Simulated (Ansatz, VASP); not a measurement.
**BiP: VASP beside Ansatz**

```
Bi P
1.0
     5.02591    0.00000    0.00000
     0.00000    5.02591    0.00000
     0.00000    0.00000    3.81526
Bi P
2 2
Cartesian
  0.0000 0.0000 0.0000
  2.5130 2.5130 0.0000
  0.0000 2.5130 1.3419
  2.5130 0.0000 2.4733
```

Alike in both runs: functional PBE; dispersion D3(BJ); k mesh 4 × 4 × 4; occupations gaussian, width 0.1 eV; no spin polarisation.

Ansatz relaxed the structure, and its values are those at the end. VASP's run is a single point on that final structure, the one shown.

|  | VASP | Ansatz |
| --- | --- | --- |
| version | VASP 6.6.1 | Ansatz 0.2.0 |
| potentials or method | VASP PAW PBE potentials, release 64 (Bi_d, P) | scalar-relativistic, plane waves, PAW |
| plane-wave cutoff (eV) | 520 | 420 |
| valence electrons in the cell | 40 | 40 |

```csv
,VASP,Ansatz,Ansatz less VASP
gap on the k mesh at the Fermi level (eV),none,none,-
pressure (GPa),0.0,0.0,+0.07
```

A gap of «none» marks a metal or a gap that the smearing closes.

Caveats: the k mesh is coarse (spacing up to 0.41 Å⁻¹), so the values aren't converged; spin-orbit coupling is left out, which moves the levels of the heavy elements; pairwise dispersion overbinds metals, which lowers pressure and volume.
